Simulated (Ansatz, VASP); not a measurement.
# ZrBr2F2 in VASP and in Ansatz

The input INCAR:

```
SYSTEM = ZrBr2F2
PREC = Accurate
ENCUT = 520
EDIFF = 1E-6
ISMEAR = 0
SIGMA = 0.1
LREAL = .FALSE.
LASPH = .TRUE.
NELM = 100
ALGO = Normal
ISIF = 2
LWAVE = .FALSE.
LCHARG = .FALSE.
LDIPOL = .TRUE.
IDIPOL = 3
DIPOL = 0.5 0.5 0.496
GGA = PE
NBANDS = 28
```

Contents of KPOINTS:

```
Automatic mesh
0
G
  4 4 1
  0 0 0
```

POSCAR

```
ZrBr2F2
1.0
    4.0631974800      0.0000000000      0.0000000000
    0.0000000000      4.0631974800      0.0000000000
    0.0000000000      0.0000000000     18.0000000000
Zr Br F
1 2 2
Direct
    0.5000000000      0.5000000000      0.4790000000
    0.5000000000      0.0000000000      0.5861855600
    0.0000000000      0.5000000000      0.5861855600
    0.0000000000      0.5000000000      0.4138144400
    0.5000000000      0.0000000000      0.4138144400
```

Input for Ansatz:

```yaml
crystal:
  lattice:
    - [4.06319748, 0.0, 0.0]
    - [0.0, 4.06319748, 0.0]
    - [0.0, 0.0, 18.0]
  atoms:
    - { symbol: Zr, position: [0.5, 0.5, 0.479] }
    - { symbol: Br, position: [0.5, 0.0, 0.58618556] }
    - { symbol: Br, position: [0.0, 0.5, 0.58618556] }
    - { symbol: F, position: [0.0, 0.5, 0.41381444] }
    - { symbol: F, position: [0.5, 0.0, 0.41381444] }
  periodic: [true, true, false]
basis:
  ecutwfc: 420
kpoints:
  mp_grid: { grid: [4, 4, 1] }
hamiltonian:
  xc: pbe
scf:
  occupations: { method: gaussian, width: 0.1 }
  lower_state_search: "off"
output:
  forces: true
  stress: true
  eigenvalues: true
```

Alike in both runs: task single point; functional PBE; k mesh 4 × 4 × 1; occupations gaussian, width 0.1 eV; no spin polarisation.

|  | VASP | Ansatz |
| --- | --- | --- |
| version | VASP 6.6.1 | Ansatz 0.2.0 |
| potentials or method | VASP PAW PBE potentials, release 64 (Zr_sv, Br, F) | scalar-relativistic, plane waves, PAW |
| plane-wave cutoff (eV) | 520 | 420 |
| valence electrons in the cell | 40 | 40 |

VASP gave:

| Property | Result |
| --- | --- |
| gap on the k mesh at the Fermi level (eV) | none |
| rms of the force components (eV/Å) | 0.787 |

Q: Which values does Ansatz return?

A: gap on the k mesh at the Fermi level (eV): none; rms of the force components (eV/Å): 0.791.

Atom by atom the forces differ by 0.004 eV/Å (rms over components). A gap of «none» marks a metal or a gap that the smearing closes. Ansatz warned: «slab_cell_height_set».

Caveats: the k mesh is coarse (spacing up to 0.39 Å⁻¹), so the values aren't converged.
